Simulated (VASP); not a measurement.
Here is the system:

```
CELL_PARAMETERS angstrom
      0.00000     2.49462     2.49462
      2.49462     0.00000     2.49462
      2.49462     2.49462     0.00000
ATOMIC_POSITIONS crystal
  Hf 0.00000 0.00000 0.00000
  O  0.25000 0.25000 0.25000
  O  0.75000 0.75000 0.75000
```

The numbers are results of PBEsol GGA, VASP's PBE PAW potentials (set 64) (plane waves; VASP), not measurements. Numerical set-up: 620 eV cut-off, 8×8×8 Γ-centred mesh, Gaussian smearing of 0.050 eV, potentials Hf_pv O.

Unless said otherwise, spin-orbit coupling is left out, though it shifts the bands of the heavy elements here.

### Question
What does the run give for the energy per atom (σ→0), pressure, band gap (on the k-mesh) with the smallest direct gap where there is one?

### Answer

```yaml
band gap (on the k-mesh): 3.80 eV
smallest direct gap (on the k-mesh): 3.80 eV
energy per atom (σ→0): -1017.4 kJ/mol-atom
pressure: 4.98 GPa
```

Only differences to runs with the same potentials and settings are physical.

The compound is HfO2 in the fluorite structure, the high-temperature cubic form, which is unstable at 0 K; the monoclinic form is the stable one. It was relaxed first under an external pressure of 5 GPa.
